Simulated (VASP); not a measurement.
# Mg6CrCu (Amm2) in VASP: band structure with revPBE+U

Aim: the band structure of Mg6CrCu with revPBE+U.

Everything below comes from runs of VASP 6.6.1. Logs are shortened: lines on timing, memory, paths and dates and some standing lists are left out, and cuts for length are marked.

## Step 1: The structure

The structure is orthorhombic, space group Amm2 (No. 38). The conventional cell has a = 4.907 Å, b = 6.131 Å, c = 10.531 Å, α = 90.00°, β = 90.00°, γ = 90.00°. Cu (site symmetry mm2) has 10 Mg at 2.99 to 3.05 Å and 2 Cr at 3.07 Å as nearest neighbours. Around Cr (site symmetry mm2) lie 10 Mg at 2.99 to 3.06 Å and 2 Cu at 3.07 Å. Mg (site symmetry mm2) is surrounded by 10 Mg at 2.99 to 3.11 Å and 2 Cr at 2.99 Å. Around Mg (site symmetry mm2) lie 10 Mg at 2.97 to 3.12 Å and 2 Cu at 2.99 Å. Around Mg (site symmetry m) lie 8 Mg at 2.97 to 3.12 Å and 2 Cu at 3.01 Å and 2 Cr at 3.02 Å. Mg (site symmetry m) is surrounded by 8 Mg at 3.03 to 3.08 Å and 2 Cr at 3.04 to 3.06 Å and 2 Cu at 3.04 to 3.05 Å.

The cell comes from a database or a generator and needn't be the stable form of this composition.

## Step 2: Band structure, revPBE+U, collinear spin, antiferromagnetic start

File run.py:

```python
from ase.calculators.vasp import Vasp
from ase.dft.bandgap import bandgap
from ase.io import read

atoms = read('POSCAR')
atoms.set_initial_magnetic_moments([0.6, -3.0, 0.0, 0.0, 0.0, 0.0, 0.0, 0.0])
calc = Vasp(
    directory='calc',
    xc='revpbe',
    pp='PBE',
    setups='minimal',
    pp_version='54',
    prec='Accurate',
    encut=500,
    ediff=1e-06,
    ismear=1,
    sigma=0.2,
    lreal=False,
    lasph=True,
    nelm=100,
    algo='Normal',
    isif=2,
    lwave=False,
    lcharg=True,
    ispin=2,
    lorbit=11,
    lmaxmix=4,
    ldautype=2,
    ldauprint=1,
    ldau_luj={'Cr': {'L': 2, 'U': 2, 'J': 0}, 'Cu': {'L': 2, 'U': 1, 'J': 0}},
    kpts=[6, 5, 5],
    gamma=True,
)
atoms.calc = calc

print('energy (eV):', atoms.get_potential_energy())
print('free energy (eV):', atoms.get_potential_energy(force_consistent=True))
efermi = calc.get_fermi_level()
print('Fermi level (eV):', efermi)
path = atoms.cell.bandpath(npoints=60, eps=1e-4)
print('path:', path.path)
calc.set(kpts=path.kpts, reciprocal=True, icharg=11, isym=0, lcharg=False)
calc.calculate(atoms)
print('gap on the path (eV):', bandgap(calc, efermi=efermi)[0])
print('direct gap on the path (eV):', bandgap(calc, efermi=efermi, direct=True)[0])
```

File POSCAR:

```
Mg6CrCu
1.0
    4.9070180000      0.0000000000      0.0000000000
    0.0000000000      3.0655915000      5.2655970000
    0.0000000000     -3.0655915000      5.2655970000
Cu Cr Mg
1 1 6
Direct
    0.5000000000      0.8334520000      0.8334520000
    0.5000000000      0.3328930000      0.3328930000
    0.0000000000      0.1700180000      0.1700180000
    0.0000000000      0.6706920000      0.6706920000
    0.0000000000      0.6638900000      0.1621300000
    0.0000000000      0.1621300000      0.6638900000
    0.5000000000      0.8350310000      0.3318970000
    0.5000000000      0.3318970000      0.8350310000
```

Potentials or basis: VASP PAW PBE potentials, release 54 (Cu, Cr, Mg).

Started as:

```bash
python run.py
```

Output:

```text
energy (eV): -18.23226449
free energy (eV): -18.23207888
Fermi level (eV): 3.36035197
path: GXSRAZGYX1A1TY,ZT
gap on the path (eV): 0.0
direct gap on the path (eV): 0.0
```

OUTCAR:

```text
ENCUT = 500.000000
   EDIFF = 1.00e-06
   GGA = RE
   PREC = Accurate
   ICHARG = 11
   ISIF = 2
   ISMEAR = 1
   ISPIN = 2
   ISYM = 0
   LORBIT = 11
   NELM = 100
   LASPH = .TRUE.
   LREAL = .FALSE.

 ion  position               nearest neighbor table
   1  0.500  0.833  0.833-   4 2.99   4 2.99   6 3.01   5 3.01   5 3.01   6 3.01   8 3.04   7 3.04
                             8 3.05   7 3.05
   2  0.500  0.333  0.333-   3 2.99   3 2.99   6 3.02   5 3.02   5 3.02   6 3.02   8 3.04   7 3.04
                             7 3.06   8 3.06
   3  0.000  0.170  0.170-   5 2.99   6 2.99   2 2.99   2 2.99   8 3.03   7 3.03   7 3.03   8 3.03
                             4 3.07   4 3.07   5 3.11   6 3.11
   4  0.000  0.671  0.671-   5 2.97   6 2.97   1 2.99   1 2.99   8 3.04   7 3.04   7 3.04   8 3.04
                             3 3.07   3 3.07   6 3.12   5 3.12
   5  0.000  0.664  0.162-   4 2.97   3 2.99   1 3.01   1 3.01   2 3.02   2 3.02   7 3.04   7 3.04
                             6 3.05   6 3.08   3 3.11   4 3.12
   6  0.000  0.162  0.664-   4 2.97   3 2.99   1 3.01   1 3.01   2 3.02   2 3.02   8 3.04   8 3.04
                             5 3.05   5 3.08   3 3.11   4 3.12
   7  0.500  0.835  0.332-   3 3.03   3 3.03   2 3.04   5 3.04   5 3.04   4 3.04   4 3.04   1 3.04
                             8 3.05   1 3.05   2 3.06   8 3.08
   8  0.500  0.332  0.835-   3 3.03   3 3.03   2 3.04   6 3.04   6 3.04   4 3.04   4 3.04   1 3.04
                             7 3.05   1 3.05   2 3.06   7 3.08

IMPORTANT INFORMATION: All symmetrisations will be switched off!
NOSYMM: (Re-)initialisation of all symmetry stuff for point group C_1.

----------------------------------------------------------------------------------------

                                     Primitive cell

  volume of cell :     158.4198

  direct lattice vectors                    reciprocal lattice vectors
     4.907018000  0.000000000  0.000000000     0.203789756  0.000000000  0.000000000
     0.000000000  3.065591500  5.265597000     0.000000000  0.163100661  0.094955995
     0.000000000 -3.065591500  5.265597000     0.000000000 -0.163100661  0.094955995

  length of vectors
     4.907018000  6.092976531  6.092976531     0.203789756  0.188728552  0.188728552

  position of ions in fractional coordinates (direct lattice)
     0.500000000  0.833452000  0.833452000
     0.500000000  0.332893000  0.332893000
     0.000000000  0.170018000  0.170018000
     0.000000000  0.670692000  0.670692000
     0.000000000  0.663890000  0.162130000
     0.000000000  0.162130000  0.663890000
     0.500000000  0.835031000  0.331897000
     0.500000000  0.331897000  0.835031000

  ion indices of the primitive-cell ions
   primitive index   ion index
                 1           1
                 2           2
                 3           3
                 4           4
                 5           5
                 6           6
                 7           7
                 8           8

----------------------------------------------------------------------------------------

 KPOINTS: KPOINTS created by Atomic Simulation Env

Read explicit list of k-points.

 Found     60 k-points:

 Following reciprocal coordinates:
            Coordinates               Weight
  0.000000  0.000000  0.000000      0.016667
  0.000000  0.066947 -0.066947      0.016667
  0.000000  0.133895 -0.133895      0.016667
  0.000000  0.200842 -0.200842      0.016667
  0.000000  0.267790 -0.267790      0.016667
  0.000000  0.334737 -0.334737      0.016667
[... 109 lines left out ...]
  o =  0.9302  v =  0.0000  0.0000  0.0000  0.0000  0.0000  0.0000  1.0000  0.0000  0.0000  0.0000      0.0000  0.0000  0.0000  0.0000  0.0000  0.0000  0.0000  0.0000  0.0000  0.0000
  o =  0.9303  v =  0.0000  0.0000  0.0000  0.0000  0.0000  1.0000  0.0000  0.0000  0.0000  0.0000      0.0000  0.0000  0.0000  0.0000  0.0000  0.0000  0.0000  0.0000  0.0000  0.0000

atom =   2  type =  2  l = 2

 onsite density matrix

spin component  1

  0.0195  0.0000  0.0000  0.0000  0.0000
  0.0000  0.0182  0.0000  0.0000  0.0000
  0.0000  0.0000  0.0270  0.0000 -0.0041
  0.0000  0.0000  0.0000  0.0234  0.0000
  0.0000  0.0000 -0.0041  0.0000  0.0295

spin component  2

  0.8433  0.0000  0.0000  0.0000  0.0000
  0.0000  0.8415  0.0000  0.0000  0.0000
  0.0000  0.0000  0.8190  0.0000  0.0032
  0.0000  0.0000  0.0000  0.8273  0.0000
  0.0000  0.0000  0.0032  0.0000  0.8154

 occupancies and eigenvectors

  o =  0.0182  v =  0.0000  1.0000  0.0000  0.0000  0.0000  0.0000  0.0000  0.0000  0.0000  0.0000      0.0000  0.0000  0.0000  0.0000  0.0000  0.0000  0.0000  0.0000  0.0000  0.0000
  o =  0.0195  v =  1.0000  0.0000  0.0000  0.0000  0.0000  0.0000  0.0000  0.0000  0.0000  0.0000      0.0000  0.0000  0.0000  0.0000  0.0000  0.0000  0.0000  0.0000  0.0000  0.0000
  o =  0.0234  v =  0.0000  0.0000  0.0000  1.0000  0.0000  0.0000  0.0000  0.0000  0.0000  0.0000      0.0000  0.0000  0.0000  0.0000  0.0000  0.0000  0.0000  0.0000  0.0000  0.0000
  o =  0.0240  v =  0.0000  0.0000 -0.8015  0.0000 -0.5980  0.0000  0.0000  0.0000  0.0000  0.0000      0.0000  0.0000  0.0000  0.0000  0.0000  0.0000  0.0000  0.0000  0.0000  0.0000
  o =  0.0325  v =  0.0000  0.0000 -0.5980  0.0000  0.8015  0.0000  0.0000  0.0000  0.0000  0.0000      0.0000  0.0000  0.0000  0.0000  0.0000  0.0000  0.0000  0.0000  0.0000  0.0000
  o =  0.8135  v =  0.0000  0.0000  0.0000  0.0000  0.0000  0.0000  0.0000 -0.5073  0.0000  0.8618      0.0000  0.0000  0.0000  0.0000  0.0000  0.0000  0.0000  0.0000  0.0000  0.0000
  o =  0.8209  v =  0.0000  0.0000  0.0000  0.0000  0.0000  0.0000  0.0000 -0.8618  0.0000 -0.5073      0.0000  0.0000  0.0000  0.0000  0.0000  0.0000  0.0000  0.0000  0.0000  0.0000
  o =  0.8273  v =  0.0000  0.0000  0.0000  0.0000  0.0000  0.0000  0.0000  0.0000 -1.0000  0.0000      0.0000  0.0000  0.0000  0.0000  0.0000  0.0000  0.0000  0.0000  0.0000  0.0000
  o =  0.8415  v =  0.0000  0.0000  0.0000  0.0000  0.0000  0.0000  1.0000  0.0000  0.0000  0.0000      0.0000  0.0000  0.0000  0.0000  0.0000  0.0000  0.0000  0.0000  0.0000  0.0000
  o =  0.8433  v =  0.0000  0.0000  0.0000  0.0000  0.0000  1.0000  0.0000  0.0000  0.0000  0.0000      0.0000  0.0000  0.0000  0.0000  0.0000  0.0000  0.0000  0.0000  0.0000  0.0000

 number of electron      28.9999994 magnetization      -4.5871463

 Free energy of the ion-electron system (eV)
  ---------------------------------------------------
  ext. energy  EPLUGINS =         0.00000000
  ---------------------------------------------------
  free energy    TOTEN  =       -18.02776386 eV

  energy without entropy =      -18.02468779  energy(sigma->0) =      -18.02673850

 E-fermi :   3.4677     XC(G=0):  -9.1441

 val. band max:        3.4660083938   @ k =  -0.1429  -0.3347  -0.6653
 cond. band min:       3.4696493311   @ k =  -0.2143  -0.3347  -0.6653
 fundamental gap:      0.0036409373
 Fermi energy:         3.4676671799

 spin component 1

 k-point     1 :       0.0000    0.0000    0.0000
  band No.  band energies     occupation
      1      -3.6928      1.00000
      2       0.2095      1.00000
      3       0.3312      1.00000
      4       0.4816      1.00000
      5       0.5873      1.00000
      6       0.6241      1.00000
[... 1097 lines left out ...]
     19       5.0110     -0.00000
     20       5.1250     -0.00000

 [... further k-points ...]
[... 5 lines left out ...]
  --------------------------------------------------------------------------------------
  -------------------------------------------------------------------------------------
  Total       -1.8976956      2.2974912     -2.2115677     -0.0719024      1.1932149      0.0000540
  in kB      -19.1923245     23.2356535    -22.3666673     -0.7271837     12.0675669      0.0005461
  external PRESSURE =      -6.1077794 kB  Pullay stress =       0.0000000 kB

 VOLUME and BASIS-vectors are now :
 -----------------------------------------------------------------------------
  energy-cutoff  :      500.00
  volume of cell :      158.42
      direct lattice vectors                 reciprocal lattice vectors
     4.907018000  0.000000000  0.000000000     0.203789756  0.000000000  0.000000000
     0.000000000  3.065591500  5.265597000     0.000000000  0.163100661  0.094955995
     0.000000000 -3.065591500  5.265597000     0.000000000 -0.163100661  0.094955995

 POSITION                                       TOTAL-FORCE (eV/Angst)
 -----------------------------------------------------------------------------------
      2.45351      0.00000      8.77724         0.000000      0.002483     -0.008306
      2.45351      0.00000      3.50576         0.000002      0.002248      0.032015
      0.00000      0.00000      1.79049        -0.000001      0.013266     -0.041069
      0.00000      0.00000      7.06319         0.000004     -0.019934      0.052186
      0.00000      1.53819      4.34949        -0.004427      0.079347     -0.012854
      0.00000     -1.53819      4.34949         0.004424     -0.084415      0.006055
      2.45351      1.54240      6.14457         0.002224     -0.017668     -0.015077
      2.45351     -1.54240      6.14457        -0.002227      0.024675     -0.012951
 -----------------------------------------------------------------------------------
    total drift:                               -0.000003      0.001212      0.009364

  FREE ENERGIE OF THE ION-ELECTRON SYSTEM (eV)
  ---------------------------------------------------
  free  energy   TOTEN  =       -18.0277638609 eV

  energy  without entropy=      -18.0246877871  energy(sigma->0) =      -18.02673850

 total charge

# of ion       s       p       d       tot
------------------------------------------
    1        0.412   0.232   9.175   9.819
    2        0.344   0.301   4.230   4.876
    3        0.217   0.155   0.014   0.386
    4        0.202   0.142   0.014   0.359
    5        0.203   0.144   0.015   0.361
    6        0.203   0.144   0.015   0.362
    7        0.201   0.145   0.014   0.360
    8        0.201   0.146   0.014   0.361
--------------------------------------------------
tot          1.984   1.409  13.491  16.884

 magnetization (x)

# of ion       s       p       d       tot
------------------------------------------
    1        0.026  -0.004  -0.026  -0.004
    2       -0.079  -0.072  -3.964  -4.114
    3        0.013   0.000  -0.002   0.012
    4       -0.007   0.002   0.001  -0.004
    5        0.008  -0.003  -0.001   0.004
    6        0.008  -0.002  -0.001   0.005
    7        0.012   0.002  -0.001   0.013
    8        0.012   0.003  -0.001   0.014
--------------------------------------------------
tot         -0.006  -0.074  -3.993  -4.073
```

INCAR:

```text
ENCUT = 500.000000
SIGMA = 0.200000
EDIFF = 1.00e-06
ALGO = Normal
GGA = RE
PREC = Accurate
ICHARG = 11
ISIF = 2
ISMEAR = 1
ISPIN = 2
ISYM = 0
LDAUPRINT = 1
LDAUTYPE = 2
LMAXMIX = 4
LORBIT = 11
NELM = 100
LASPH = .TRUE.
LCHARG = .FALSE.
LWAVE = .FALSE.
LREAL = .FALSE.
LDAU = .TRUE.
LDAUL = 2 2 -1
LDAUU = 1.000 2.000 0.000
LDAUJ = 0.000 0.000 0.000
MAGMOM = 1*0.6000 1*-3.0000 6*0.0000
```

Run time: 8.4 min. Hardware: 1 thread of Intel Xeon Platinum 8259CL at 2.50GHz (Skylake/Cascade Lake), shared host; peak memory 0.54 GiB.

Results:

| Quantity | Value |
| --- | --- |
| Band gap along the path | none (metal or under the smearing width) |
| Net moment | -4.59 μB per cell |

Levels at the corners of the path, in eV from the Fermi level:
Spin up:
| point | band 9 | band 10 | band 11 | band 12 | band 13 | band 14 | band 15 | band 16 |
| --- | --- | --- | --- | --- | --- | --- | --- | --- |
| Γ | -1.71 | -1.67 | -1.40 | -1.40 | -1.24 | -0.07 | 1.94 | 2.40 |
| X | -0.47 | -0.27 | 0.09 | 0.10 | 0.14 | 0.92 | 0.93 | 1.07 |
| S | -2.35 | -0.34 | 0.27 | 0.31 | 0.80 | 1.05 | 1.36 | 1.48 |
| R | -2.54 | -1.88 | -1.29 | -1.23 | -1.20 | 1.71 | 2.21 | 2.45 |
| A | -2.58 | -2.57 | -2.52 | 0.60 | 0.82 | 0.86 | 1.28 | 1.95 |
| Z | -0.90 | -0.80 | -0.66 | -0.56 | -0.32 | -0.19 | -0.07 | 0.14 |
| Γ | -1.71 | -1.67 | -1.40 | -1.40 | -1.24 | -0.07 | 1.94 | 2.40 |
| Y | -2.45 | -0.22 | 0.23 | 0.25 | 0.68 | 1.46 | 1.77 | 1.84 |
| X1 | -0.47 | -0.27 | 0.09 | 0.10 | 0.14 | 0.92 | 0.93 | 1.07 |
| A1 | -2.58 | -2.57 | -2.52 | 0.60 | 0.82 | 0.86 | 1.28 | 1.95 |
| T | -2.58 | -1.69 | -1.49 | -1.30 | -1.25 | 2.12 | 2.41 | 2.45 |
| Y | -2.45 | -0.22 | 0.23 | 0.25 | 0.68 | 1.46 | 1.77 | 1.84 |
| Z | -0.90 | -0.80 | -0.66 | -0.56 | -0.32 | -0.19 | -0.07 | 0.14 |
| T | -2.58 | -1.69 | -1.49 | -1.30 | -1.25 | 2.12 | 2.41 | 2.45 |
Spin down:
| point | band 12 | band 13 | band 14 | band 15 | band 16 | band 17 | band 18 | band 19 | band 20 |
| --- | --- | --- | --- | --- | --- | --- | --- | --- | --- |
| Γ | -1.80 | -1.77 | -1.71 | -1.37 | -1.10 | -0.79 | -0.35 | 0.59 | 3.36 |
| X | -1.95 | -1.90 | -0.03 | 0.18 | 0.45 | 0.66 | 0.79 | 0.90 | 0.97 |
| S | -1.97 | -1.93 | -1.44 | 0.05 | 0.47 | 0.70 | 1.10 | 1.90 | 2.20 |
| R | -1.92 | -1.75 | -1.58 | -1.42 | -1.37 | -0.72 | -0.63 | 2.99 | 3.11 |
| A | -1.84 | -1.76 | -1.70 | -1.62 | -1.56 | 0.49 | 1.49 | 1.50 | 1.85 |
| Z | -1.78 | -0.94 | -0.84 | -0.82 | -0.78 | -0.55 | -0.46 | 0.37 | 0.74 |
| Γ | -1.80 | -1.77 | -1.71 | -1.37 | -1.10 | -0.79 | -0.35 | 0.59 | 3.34 |
| Y | -1.77 | -1.73 | -0.85 | -0.05 | 0.55 | 0.62 | 1.56 | 1.65 | 1.85 |
| X1 | -1.95 | -1.90 | -0.03 | 0.18 | 0.45 | 0.66 | 0.79 | 0.90 | 0.97 |
| A1 | -1.84 | -1.76 | -1.70 | -1.62 | -1.56 | 0.49 | 1.49 | 1.50 | 1.85 |
| T | -1.78 | -1.77 | -1.75 | -1.55 | -1.49 | -0.75 | -0.29 | 2.82 | 3.08 |
| Y | -1.77 | -1.73 | -0.85 | -0.05 | 0.55 | 0.62 | 1.56 | 1.65 | 1.85 |
| Z | -1.78 | -0.94 | -0.84 | -0.82 | -0.78 | -0.55 | -0.46 | 0.37 | 0.74 |
| T | -1.78 | -1.77 | -1.75 | -1.55 | -1.49 | -0.75 | -0.29 | 2.81 | 3.08 |

Caveat: the log is that of the step along the path at fixed density, whose energy, stress, charges and moments have no meaning; the PAW data sets were made with another functional, which shifts forces and pressure a little; the U is typed as a test and isn't derived for this compound. The state reached can hang on the start; a lower one may exist.
